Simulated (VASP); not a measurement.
Given:

```
CELL_PARAMETERS angstrom
      1.84819    -3.20116     0.00000
      1.84819     3.20116     0.00000
      0.00000     0.00000     5.63987
ATOMIC_POSITIONS crystal
  Gd 0.33333 0.66667 0.25000
  Gd 0.66667 0.33333 0.75000
```

Level of theory: r2SCAN meta-GGA, VASP's PBE PAW potentials (set 64) (plane waves; VASP). Run with 480 eV cut-off, 10×10×6 Γ-centred mesh, first-order Methfessel-Paxton smearing of 0.10 eV, potentials Gd_3.

The 4f electrons are frozen in the core of the lanthanide potential, so 4f levels, which can set the real gap, and their magnetism are missing. Energy and stress use the plane-wave basis of the starting cell.

Task: The ions, cell shape and volume at an external pressure of 1.0 GPa are relaxed. Which structure does the run end with?

Result: 
```
CELL_PARAMETERS angstrom
      1.83316    -3.17513     0.00000
      1.83316     3.17513     0.00000
      0.00000     0.00000     5.59396
ATOMIC_POSITIONS crystal
  Gd 0.33333 0.66667 0.25000
  Gd 0.66667 0.33333 0.75000
```
Space group P6_3/mmc (194), at a tolerance of 0.03 Å.

Task: How do energy and volume change from the first to the last step?

Result: The energy (σ→0) changes by +2.4 meV/atom and the volume by -2.4 %, in 4 ionic steps.

The compound is Gd in the hcp structure. This run relaxes it under an external pressure of 1 GPa. Symmetry was kept, so distortions that lower it aren't found.
